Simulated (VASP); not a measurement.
Here is the system:

```
CELL_PARAMETERS angstrom
      0.00000     2.86610     2.86610
      2.86610     0.00000     2.86610
      2.86610     2.86610     0.00000
ATOMIC_POSITIONS crystal
  Si 0.00000 0.00000 0.00000
  Hf 0.50000 0.50000 0.50000
```

All values below come from r2SCAN meta-GGA, VASP's PBE PAW potentials (set 64) (plane waves; VASP). Numerical set-up: 400 eV cut-off, 10×10×10 Γ-centred mesh, first-order Methfessel-Paxton smearing of 0.10 eV, potentials Si Hf_pv.

Energy and stress use the plane-wave basis of the starting cell.

Problem. The ions, cell shape and volume are relaxed. What does this cell relax into?

Solution. 
```
CELL_PARAMETERS angstrom
      0.00000     2.67118     2.67118
      2.67118     0.00000     2.67118
      2.67118     2.67118     0.00000
ATOMIC_POSITIONS crystal
  Si 0.00000 0.00000 0.00000
  Hf 0.50000 0.50000 0.50000
```
Space group Fm-3m (225), at a tolerance of 0.03 Å.

Problem. How do energy and volume change from the first to the last step?

Solution. The energy (σ→0) changes by -290.6 meV/atom and the volume by -19.0 %, in 7 ionic steps.

```csv
step,E(σ→0) (eV),max force (eV/Å),pressure (GPa),volume (Å³)
1,-54.5438,0.000,-17.58,47.09
2,-54.5520,0.000,32.75,31.58
3,-55.1244,0.000,-0.73,38.35
4,-55.1249,0.000,-0.14,38.17
5,-55.1248,0.000,0.39,38.00
6,-55.1248,0.000,-0.36,38.23
7,-55.1249,0.000,0.04,38.12
```

The structure was generated: HfSi was put into the rocksalt type (Fm-3m), which need not be its known phase. This run relaxes it. Symmetry was kept, so distortions that lower it aren't found.
